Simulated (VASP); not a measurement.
Data:

```
BN
1.0
    0.00000     1.80280     1.80280
    1.80280     0.00000     1.80280
    1.80280     1.80280     0.00000
B N
1 1
Direct
  0.00000   0.00000   0.00000
  0.25000   0.25000   0.25000
```

Level of theory: AM05 GGA, VASP's PBE PAW potentials (set 64) (plane waves; VASP). Run with 520 eV cut-off, Gaussian smearing of 0.050 eV, potentials B N.

Task: Estimate the band gap (along the path) with the smallest direct gap where there is one.

Result: 
```
Property                                Value
------------------------------------  -------
band gap (along the path)             4.30 eV
smallest direct gap (along the path)  8.78 eV
```

The compound is BN in the zinc blende structure. It was relaxed first.
